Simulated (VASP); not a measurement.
Output of a VASP run:

### OSZICAR
```
       N       E                     dE             d eps       ncg     rms          rms(c)
DAV:   1     0.879251800510E+02    0.87925E+02   -0.63401E+03   400   0.145E+03
DAV:   2    -0.252760108422E+01   -0.90453E+02   -0.87654E+02   400   0.286E+02
DAV:   3    -0.777520406215E+01   -0.52476E+01   -0.49157E+01   506   0.830E+01
DAV:   4    -0.798849139201E+01   -0.21329E+00   -0.21122E+00   564   0.180E+01
DAV:   5    -0.799380749000E+01   -0.53161E-02   -0.53141E-02   492   0.234E+00    0.100E+01
DAV:   6    -0.838548088245E+01   -0.39167E+00   -0.32436E+01   448   0.193E+02    0.851E+00
DAV:   7    -0.688029274918E+01    0.15052E+01   -0.65188E+00   442   0.965E+01    0.283E+00
DAV:   8    -0.689410991190E+01   -0.13817E-01   -0.75670E-01   614   0.222E+01    0.133E+00
DAV:   9    -0.688134691898E+01    0.12763E-01   -0.79246E-02   616   0.942E+00    0.520E-01
DAV:  10    -0.688222343503E+01   -0.87652E-03   -0.33792E-03   608   0.178E+00    0.408E-01
DAV:  11    -0.688115566163E+01    0.10678E-02   -0.69515E-03   500   0.325E+00    0.143E-01
DAV:  12    -0.688119057591E+01   -0.34914E-04   -0.73339E-04   602   0.502E-01    0.401E-02
DAV:  13    -0.688119232882E+01   -0.17529E-05   -0.10813E-05   590   0.909E-02    0.370E-02
DAV:  14    -0.688119328375E+01   -0.95493E-06   -0.53648E-06   426   0.319E-02
   1 F= -.68811933E+01 E0= -.68797910E+01  d E =-.280452E-02
```

**OUTCAR**
```
------------------------ aborting loop because EDIFF is reached ----------------------------------------
  FORCE on cell =-STRESS in cart. coord.  units (eV):
  Direction    XX          YY          ZZ          XY          YZ          ZX
  --------------------------------------------------------------------------------------
  Total        1.2139853      1.2139853      1.2139853      0.0000000      0.0000000      0.0000000
  in kB       40.3081622     40.3081622     40.3081622      0.0000000      0.0000000      0.0000000
  external PRESSURE =      40.3081622 kB  Pullay stress =       0.0000000 kB
  volume of cell :       48.25
      direct lattice vectors                 reciprocal lattice vectors
     0.000000000  2.889573000  2.889573000    -0.173035947  0.173035947  0.173035947
     2.889573000  0.000000000  2.889573000     0.173035947 -0.173035947  0.173035947
     2.889573000  2.889573000  0.000000000     0.173035947  0.173035947 -0.173035947
 POSITION                                       TOTAL-FORCE (eV/Angst)
 -----------------------------------------------------------------------------------
      1.44479      1.44479      1.44479         0.000000      0.000000      0.000000
      0.00000      0.00000      0.00000        -0.000000     -0.000000     -0.000000
 -----------------------------------------------------------------------------------
    total drift:                               -0.000002     -0.000002     -0.000002
  FREE ENERGIE OF THE ION-ELECTRON SYSTEM (eV)
  ---------------------------------------------------
  free  energy   TOTEN  =        -6.8811932838 eV

  energy  without entropy=       -6.8783887610  energy(sigma->0) =       -6.87979102
```
(Selected blocks of OUTCAR.)

POSCAR:
```
CuTe
1
    0.0000000000     2.8895730000     2.8895730000
    2.8895730000     0.0000000000     2.8895730000
    2.8895730000     2.8895730000     0.0000000000
Te Cu
1 1
Direct
  0.2500000000   0.2500000000   0.2500000000
  0.0000000000   0.0000000000   0.0000000000
```

Q: Reconstruct the remaining input files.

A: One answer among several that fit: the input of the run itself, PBE GGA, plane waves, VASP's PBE PAW potentials (set 64).

**KPOINTS**
```
Regular mesh
0
G
7 7 7
```

INCAR:
```
# general
SYSTEM =CuTe
PREC   =Accurate
ENCUT  =400   # plane-wave cut-off (eV)
LREAL  =.False.   # projection in real space or not
LASPH  =.True.   # aspherical one-centre terms
NBANDS =10

# electronic loop
EDIFF  =1E-6   # SCF stop (eV)
NELM   =100   # most electronic steps
ALGO   =Normal   # blocked Davidson
LMAXMIX=4   # l cut-off of mixed one-centre charges

# smearing
ISMEAR =0
SIGMA  =0.05

# functional
GGA    =PE   # PBE

# ions
ISIF   =2   # forces and stress, cell fixed

# output
LWAVE  =.False.
LCHARG =.False.
```

POTCAR, in this order: Te Cu (PBE.64 set). Program: vasp_std.

The structure was generated: CuTe was put into the zincblende type (F-43m), which need not be its known phase. The cell was not relaxed at this level. The run is one of a series of settings (NBANDS = 10 against the base run), some of them coarse on purpose. The electron count is odd and the run is not spin-polarised, which forces a metal.
